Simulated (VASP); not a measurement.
Method: PBE GGA, VASP's PBE PAW potentials (set 64) (plane waves; VASP).

VASP ran on this input.

**INCAR**
```
! general
SYSTEM  = Lu
PREC    = Accurate
ENCUT   = 400
LREAL   = .False.   ! projection in real space or not
LASPH   = .True.

! electronic loop
EDIFF   = 1E-6   ! SCF stop (eV)
NELM    = 100   ! most electronic steps
ALGO    = VeryFast
LMAXMIX = 6   ! l cut-off of mixed one-centre charges

! smearing
ISMEAR  = 1
SIGMA   = 0.1   ! width (eV)

! functional
GGA     = PE

! ions
ISIF    = 2   ! forces and stress, cell fixed

! output
LWAVE   = .False.
LCHARG  = .False.
```

POSCAR:
```
Lu
1
    1.7500000000    -3.0310890000     0.0000000000
    1.7500000000     3.0310890000     0.0000000000
    0.0000000000     0.0000000000     5.5500000000
Lu
2
Direct
  0.3333330000   0.6666670000   0.2500000000
  0.6666670000   0.3333330000   0.7500000000
```

KPOINTS:
```
kpoints
0
Gamma
  11 11 6
0 0 0
```

POTCAR, in this order: Lu_3 (PBE.64 set). Program: vasp_std.

The run wrote:

File OSZICAR:
```
...
RMM:  12     0.356322219153E+03   -0.18344E+02   -0.17735E+02  3131   0.150E+02    0.607E+01
RMM:  13     0.400537055320E+03    0.44215E+02   -0.72775E+01  2610   0.227E+02    0.396E+01
RMM:  14     0.398061172522E+03   -0.24759E+01   -0.24782E+02  3165   0.359E+02    0.158E+02
RMM:  15     0.384978836929E+03   -0.13082E+02   -0.92137E+01  3100   0.135E+02    0.164E+02
RMM:  16     0.391703338462E+03    0.67245E+01   -0.14233E+01  2285   0.139E+02    0.115E+02
RMM:  17     0.389791170956E+03   -0.19122E+01   -0.23413E+01  3324   0.441E+01    0.113E+02
RMM:  18     0.393397702821E+03    0.36065E+01   -0.62865E+00  2283   0.103E+02    0.997E+01
RMM:  19     0.383521241116E+03   -0.98765E+01   -0.69103E+01  3316   0.199E+02    0.256E+02
RMM:  20     0.381060258607E+03   -0.24610E+01   -0.80059E+00  2423   0.923E+01    0.355E+02
RMM:  21     0.382876383782E+03    0.18161E+01   -0.64542E+00  2602   0.582E+01    0.239E+02
RMM:  22     0.391365267254E+03    0.84889E+01   -0.22672E+01  3060   0.166E+02    0.740E+01
RMM:  23     0.390961435274E+03   -0.40383E+00   -0.10736E+01  2782   0.757E+01    0.102E+01
RMM:  24     0.389183527447E+03   -0.17779E+01   -0.12958E+01  3196   0.451E+01    0.339E+01
RMM:  25     0.389625332472E+03    0.44181E+00   -0.26117E+00  2604   0.320E+01    0.349E+01
RMM:  26     0.389585811818E+03   -0.39521E-01   -0.38024E+00  3224   0.209E+01    0.264E+01
RMM:  27     0.389889478814E+03    0.30367E+00   -0.14122E+00  2430   0.316E+01    0.101E+01
RMM:  28     0.389723562481E+03   -0.16592E+00   -0.25830E+00  3080   0.240E+01    0.670E+00
RMM:  29     0.389484791809E+03   -0.23877E+00   -0.23077E+00  3293   0.114E+01    0.725E+00
RMM:  30     0.389350613629E+03   -0.13418E+00   -0.13018E+00  3308   0.846E+00    0.779E+00
RMM:  31     0.389246321292E+03   -0.10429E+00   -0.10274E+00  3314   0.659E+00    0.806E+00
RMM:  32     0.389170297572E+03   -0.76024E-01   -0.73716E-01  3308   0.595E+00    0.623E+00
RMM:  33     0.389113514049E+03   -0.56784E-01   -0.60371E-01  3048   0.612E+00    0.417E+00
RMM:  34     0.389059305587E+03   -0.54208E-01   -0.52692E-01  3319   0.472E+00    0.272E+00
RMM:  35     0.389014394229E+03   -0.44911E-01   -0.43520E-01  3302   0.429E+00    0.164E+00
RMM:  36     0.388974782357E+03   -0.39612E-01   -0.37687E-01  3184   0.406E+00    0.821E-01
RMM:  37     0.388934988511E+03   -0.39794E-01   -0.33654E-01  3263   0.361E+00    0.464E-01
RMM:  38     0.388904001058E+03   -0.30987E-01   -0.29300E-01  3313   0.315E+00    0.508E-01
RMM:  39     0.388877947785E+03   -0.26053E-01   -0.25147E-01  3298   0.285E+00    0.578E-01
RMM:  40     0.388855086623E+03   -0.22861E-01   -0.22020E-01  3297   0.260E+00    0.609E-01
RMM:  41     0.388833524809E+03   -0.21562E-01   -0.20467E-01  3278   0.240E+00    0.635E-01
RMM:  42     0.388811311755E+03   -0.22213E-01   -0.20170E-01  3258   0.226E+00    0.686E-01
RMM:  43     0.388791388036E+03   -0.19924E-01   -0.18062E-01  3206   0.209E+00    0.749E-01
RMM:  44     0.388774138656E+03   -0.17249E-01   -0.16367E-01  3147   0.197E+00    0.836E-01
RMM:  45     0.388758011490E+03   -0.16127E-01   -0.15352E-01  3182   0.183E+00    0.879E-01
RMM:  46     0.388743561056E+03   -0.14450E-01   -0.13560E-01  2958   0.180E+00    0.949E-01
RMM:  47     0.388730723390E+03   -0.12838E-01   -0.12703E-01  2833   0.190E+00    0.873E-01
RMM:  48     0.388718461572E+03   -0.12262E-01   -0.11992E-01  2987   0.171E+00    0.882E-01
RMM:  49     0.388706113348E+03   -0.12348E-01   -0.11148E-01  3297   0.152E+00    0.910E-01
RMM:  50     0.388694679006E+03   -0.11434E-01   -0.11083E-01  3169   0.144E+00    0.926E-01
RMM:  51     0.388684331868E+03   -0.10347E-01   -0.10042E-01  3239   0.134E+00    0.960E-01
RMM:  52     0.388674819403E+03   -0.95125E-02   -0.92697E-02  2988   0.130E+00    0.941E-01
RMM:  53     0.388666077108E+03   -0.87423E-02   -0.84873E-02  3278   0.119E+00    0.947E-01
RMM:  54     0.388657824978E+03   -0.82521E-02   -0.79918E-02  3047   0.113E+00    0.981E-01
RMM:  55     0.388650061824E+03   -0.77632E-02   -0.75318E-02  2842   0.107E+00    0.981E-01
RMM:  56     0.388642791494E+03   -0.72703E-02   -0.70468E-02  2838   0.102E+00    0.999E-01
RMM:  57     0.388635938505E+03   -0.68530E-02   -0.66600E-02  2752   0.975E-01    0.100E+00
RMM:  58     0.388629382707E+03   -0.65558E-02   -0.61120E-02  3284   0.185E+00    0.978E-01
RMM:  59     0.388623025298E+03   -0.63574E-02   -0.61098E-02  3190   0.105E+00    0.940E-01
RMM:  60     0.388617197049E+03   -0.58282E-02   -0.56737E-02  2789   0.999E-01    0.842E-01
RMM:  61     0.388611875274E+03   -0.53218E-02   -0.51710E-02  2853   0.887E-01    0.823E-01
RMM:  62     0.388607035945E+03   -0.48393E-02   -0.48036E-02  3248   0.107E+00    0.767E-01
RMM:  63     0.388602362599E+03   -0.46733E-02   -0.44360E-02  2702   0.813E-01    0.766E-01
RMM:  64     0.388598269178E+03   -0.40934E-02   -0.40389E-02  2877   0.906E-01    0.744E-01
RMM:  65     0.388594325313E+03   -0.39439E-02   -0.37791E-02  2875   0.791E-01    0.797E-01
RMM:  66     0.388590757349E+03   -0.35680E-02   -0.34514E-02  2868   0.701E-01    0.808E-01
RMM:  67     0.388587355163E+03   -0.34022E-02   -0.32730E-02  2892   0.675E-01    0.849E-01
RMM:  68     0.388584390574E+03   -0.29646E-02   -0.29886E-02  3278   0.996E-01    0.847E-01
RMM:  69     0.388581345681E+03   -0.30449E-02   -0.29046E-02  3183   0.644E-01    0.872E-01
RMM:  70     0.388578623322E+03   -0.27224E-02   -0.26329E-02  2764   0.599E-01    0.877E-01
RMM:  71     0.388575962157E+03   -0.26612E-02   -0.25673E-02  2580   0.566E-01    0.890E-01
RMM:  72     0.388573473036E+03   -0.24891E-02   -0.23696E-02  2484   0.559E-01    0.911E-01
RMM:  73     0.388571065903E+03   -0.24071E-02   -0.23263E-02  2558   0.687E-01    0.979E-01
RMM:  74     0.388568841986E+03   -0.22239E-02   -0.21511E-02  2466   0.615E-01    0.962E-01
RMM:  75     0.388566660868E+03   -0.21811E-02   -0.21220E-02  2782   0.648E-01    0.106E+00
RMM:  76     0.388564658190E+03   -0.20027E-02   -0.19518E-02  2492   0.554E-01    0.107E+00
RMM:  77     0.388562630166E+03   -0.20280E-02   -0.19216E-02  2431   0.569E-01    0.915E-01
RMM:  78     0.388560764016E+03   -0.18662E-02   -0.17621E-02  3202   0.611E-01    0.789E-01
RMM:  79     0.388558894750E+03   -0.18693E-02   -0.17535E-02  3055   0.529E-01    0.767E-01
RMM:  80     0.388557185052E+03   -0.17097E-02   -0.16055E-02  2981   0.493E-01    0.773E-01
RMM:  81     0.388555505148E+03   -0.16799E-02   -0.15990E-02  2748   0.459E-01    0.778E-01
RMM:  82     0.388553978927E+03   -0.15262E-02   -0.14773E-02  2352   0.434E-01    0.783E-01
RMM:  83     0.388552988169E+03   -0.99076E-03   -0.14550E-02  3295   0.533E-01    0.806E-01
RMM:  84     0.388551551564E+03   -0.14366E-02   -0.13824E-02  3136   0.458E-01    0.921E-01
RMM:  85     0.388550139103E+03   -0.14125E-02   -0.13528E-02  2490   0.404E-01    0.947E-01
RMM:  86     0.388548702738E+03   -0.14364E-02   -0.12320E-02  2584   0.409E-01    0.999E-01
RMM:  87     0.388547327337E+03   -0.13754E-02   -0.12116E-02  2871   0.480E-01    0.114E+00
RMM:  88     0.388545731829E+03   -0.15955E-02   -0.11479E-02  3226   0.615E-01    0.159E+00
RMM:  89     0.388544593952E+03   -0.11379E-02   -0.12540E-02  2917   0.417E-01    0.168E+00
RMM:  90     0.388543453756E+03   -0.11402E-02   -0.11621E-02  2266   0.378E-01    0.169E+00
RMM:  91     0.388542180349E+03   -0.12734E-02   -0.11912E-02  2248   0.375E-01    0.170E+00
RMM:  92     0.388540996211E+03   -0.11841E-02   -0.11080E-02  2224   0.379E-01    0.170E+00
RMM:  93     0.388540839800E+03   -0.15641E-03   -0.11749E-02  3314   0.755E-01    0.137E+00
RMM:  94     0.388539780472E+03   -0.10593E-02   -0.11192E-02  3222   0.429E-01    0.122E+00
RMM:  95     0.388538572158E+03   -0.12083E-02   -0.11531E-02  2834   0.458E-01    0.102E+00
RMM:  96     0.388537512748E+03   -0.10594E-02   -0.11055E-02  3211   0.423E-01    0.903E-01
RMM:  97     0.388536287941E+03   -0.12248E-02   -0.11732E-02  2542   0.341E-01    0.849E-01
RMM:  98     0.388534121571E+03   -0.21664E-02   -0.11445E-02  3303   0.137E+00    0.115E+00
RMM:  99     0.388532917928E+03   -0.12036E-02   -0.12380E-02  3302   0.439E-01    0.130E+00
RMM: 100     0.388531722077E+03   -0.11959E-02   -0.11139E-02  3050   0.352E-01
   1 F= 0.38853172E+03 E0= 0.38853262E+03  d E =-.269540E-02
```

**OUTCAR**
```
------------------------ aborting loop EDIFF was not reached (unconverged)  ----------------------------
  FORCE on cell =-STRESS in cart. coord.  units (eV):
  Direction    XX          YY          ZZ          XY          YZ          ZX
  --------------------------------------------------------------------------------------
  Total      -11.9463182    -11.9463189    -12.9552673      0.0000000      0.0000000      0.0000000
  in kB     -325.0760276   -325.0760462   -352.5309441      0.0000000      0.0000000      0.0000000
  external PRESSURE =    -334.2276726 kB  Pullay stress =       0.0000000 kB
  volume of cell :       58.88
      direct lattice vectors                 reciprocal lattice vectors
     1.750000000 -3.031089000  0.000000000     0.285714286 -0.164957215  0.000000000
     1.750000000  3.031089000  0.000000000     0.285714286  0.164957215  0.000000000
     0.000000000  0.000000000  5.550000000     0.000000000  0.000000000  0.180180180
 POSITION                                       TOTAL-FORCE (eV/Angst)
 -----------------------------------------------------------------------------------
      1.75000      1.01037      1.38750        -0.000000      0.000000      0.000000
      1.75000     -1.01037      4.16250         0.000000     -0.000000      0.000000
 -----------------------------------------------------------------------------------
    total drift:                               -0.000009      0.000066     -0.000020
  FREE ENERGIE OF THE ION-ELECTRON SYSTEM (eV)
  ---------------------------------------------------
  free  energy   TOTEN  =       388.5317220768 eV

  energy  without entropy=      388.5344174729  energy(sigma->0) =      388.53262054
```
(Selected blocks of OUTCAR.)

stdout:
```
...
RMM:  81     0.388555505148E+03   -0.16799E-02   -0.15990E-02  2748   0.459E-01    0.778E-01
RMM:  82     0.388553978927E+03   -0.15262E-02   -0.14773E-02  2352   0.434E-01    0.783E-01
RMM:  83     0.388552988169E+03   -0.99076E-03   -0.14550E-02  3295   0.533E-01    0.806E-01
RMM:  84     0.388551551564E+03   -0.14366E-02   -0.13824E-02  3136   0.458E-01    0.921E-01
RMM:  85     0.388550139103E+03   -0.14125E-02   -0.13528E-02  2490   0.404E-01    0.947E-01
RMM:  86     0.388548702738E+03   -0.14364E-02   -0.12320E-02  2584   0.409E-01    0.999E-01
RMM:  87     0.388547327337E+03   -0.13754E-02   -0.12116E-02  2871   0.480E-01    0.114E+00
RMM:  88     0.388545731829E+03   -0.15955E-02   -0.11479E-02  3226   0.615E-01    0.159E+00
RMM:  89     0.388544593952E+03   -0.11379E-02   -0.12540E-02  2917   0.417E-01    0.168E+00
RMM:  90     0.388543453756E+03   -0.11402E-02   -0.11621E-02  2266   0.378E-01    0.169E+00
RMM:  91     0.388542180349E+03   -0.12734E-02   -0.11912E-02  2248   0.375E-01    0.170E+00
RMM:  92     0.388540996211E+03   -0.11841E-02   -0.11080E-02  2224   0.379E-01    0.170E+00
RMM:  93     0.388540839800E+03   -0.15641E-03   -0.11749E-02  3314   0.755E-01    0.137E+00
RMM:  94     0.388539780472E+03   -0.10593E-02   -0.11192E-02  3222   0.429E-01    0.122E+00
RMM:  95     0.388538572158E+03   -0.12083E-02   -0.11531E-02  2834   0.458E-01    0.102E+00
RMM:  96     0.388537512748E+03   -0.10594E-02   -0.11055E-02  3211   0.423E-01    0.903E-01
RMM:  97     0.388536287941E+03   -0.12248E-02   -0.11732E-02  2542   0.341E-01    0.849E-01
RMM:  98     0.388534121571E+03   -0.21664E-02   -0.11445E-02  3303   0.137E+00    0.115E+00
RMM:  99     0.388532917928E+03   -0.12036E-02   -0.12380E-02  3302   0.439E-01    0.130E+00
RMM: 100     0.388531722077E+03   -0.11959E-02   -0.11139E-02  3050   0.352E-01

 -----------------------------------------------------------------------------
|                                                                             |
|           W    W    AA    RRRRR   N    N  II  N    N   GGGG   !!!           |
|           W    W   A  A   R    R  NN   N  II  NN   N  G    G  !!!           |
|           W    W  A    A  R    R  N N  N  II  N N  N  G       !!!           |
|           W WW W  AAAAAA  RRRRR   N  N N  II  N  N N  G  GGG   !            |
|           WW  WW  A    A  R   R   N   NN  II  N   NN  G    G                |
|           W    W  A    A  R    R  N    N  II  N    N   GGGG   !!!           |
|                                                                             |
|     The electronic self-consistency was not achieved in the given           |
|     number of steps (NELM). The forces and other quantities evaluated       |
|     might not be reliable so examine the results carefully. If you find     |
|     spurious results, we suggest increasing NELM, if you were close to      |
|     convergence or switching to a different ALGO or adjusting the           |
|     density mixing parameters otherwise.                                    |
|                                                                             |
 -----------------------------------------------------------------------------

   1 F= 0.38853172E+03 E0= 0.38853262E+03  d E =-.269540E-02
```

The run did not converge; its last values are not results.

The compound is Lu in the hcp structure. The cell was not relaxed at this level. The run is one of a series of settings (ALGO = VeryFast against the base run), some of them coarse on purpose.
